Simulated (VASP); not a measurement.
Data:

```xyz
2
Lattice="0.0000 2.7316 2.7316 2.7316 0.0000 2.7316 2.7316 2.7316 0.0000" Properties=species:S:1:pos:R:3 pbc="T T T"
Mg     0.0000     0.0000     0.0000
Se     1.3658     1.3658     1.3658
```

These are PBEsol GGA, VASP's PBE PAW potentials (set 64) (plane waves; VASP) values and carry that method's errors. Run with 500 eV cut-off, 8×8×8 Γ-centred mesh, Gaussian smearing of 0.050 eV, potentials Mg Se.

Energy and stress use the plane-wave basis of the starting cell.

Task: The ions, cell shape and volume at an external pressure of 30.0 GPa are relaxed. Predict the relaxed structure.

Result: 
```xyz
2
Lattice="0.0000 2.6658 2.6658 2.6658 0.0000 2.6658 2.6658 2.6658 0.0000" Properties=species:S:1:pos:R:3 pbc="T T T"
Mg     0.0000     0.0000     0.0000
Se     1.3329     1.3329     1.3329
```
Space group F-43m (216), at a tolerance of 0.03 Å.

Task: How do energy and volume change from the first to the last step?

Result: The energy (σ→0) changes by +221.6 meV/atom and the volume by -7.0 %, in 4 ionic steps.

The structure was generated: MgSe was put into the zinc blende type (F-43m), which need not be its known phase. This run relaxes it under an external pressure of 30 GPa. Symmetry was kept, so distortions that lower it aren't found.
